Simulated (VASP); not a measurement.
Set up this calculation in VASP 6.6.1, as the native input.

* Task: single point
* Functional: r2SCAN
* Potentials or basis: VASP PAW PBE potentials, release 64 (Al, Si, F)
* Cutoff: 520 eV
* k mesh: 12 × 12 × 12
* Occupations: gaussian, width 0.1 eV
* Spin: no spin polarisation
* Further INCAR settings: ALGO = Normal; EDIFF = 1e-06

The structure of Al2SiF2 lies in POSCAR:

```
Al2SiF2                                 
1.0
   -1.6529914748      1.6529914748      5.8086158492
    1.6529914748     -1.6529914748      5.8086158492
    1.6529914748      1.6529914748     -5.8086158492
  Al              Si              F             
     2     1     2
Direct
     0.3726626924518802    0.3726626924518802    0.0000000000000000
     0.6273373075481198    0.6273373075481198    1.0000000000000000
     0.0000000000000000    0.0000000000000000    0.0000000000000000
     0.7500000000000000    0.2500000000000000    0.5000000000000000
     0.2500000000000000    0.7500000000000000    0.5000000000000000
```

The cell was built by a generator and needn't be a form met in nature.

These files were run (other wordings do the same):

INCAR

```
SYSTEM = Al2SiF2
ALGO = Normal
EDIFF = 1E-6
ENCUT = 520
ISIF = 2
ISMEAR = 0
KPAR = 4
LASPH = .True.
LCHARG = .False.
LMIXTAU = .True.
LREAL = .False.
LWAVE = .False.
METAGGA = R2SCAN
NELM = 150
PREC = Accurate
SIGMA = 0.1
```

KPOINTS

```
k-points
0
Gamma
  12 12 12
  0 0 0
```

Potentials or basis: VASP PAW PBE potentials, release 64 (Al, Si, F).

The run is started by

```sh
$ cat potpaw_PBE.64/Al/POTCAR potpaw_PBE.64/Si/POTCAR potpaw_PBE.64/F/POTCAR > POTCAR
$ mpirun -np 4 vasp_std > vasp.out
```

Results of the run:

The pressure is -4.4 GPa and the largest force is 0.093 eV/Å. The band gap on the k mesh is none (metal or under the smearing width).

Caveat: the PAW data sets were made with another functional, which shifts forces and pressure a little.

Wall time 5.6 min on 4 MPI ranks on Intel(R) Xeon(R) 6975P-C (Granite Rapids), with other jobs on the host, peak memory 0.46 GiB a rank.
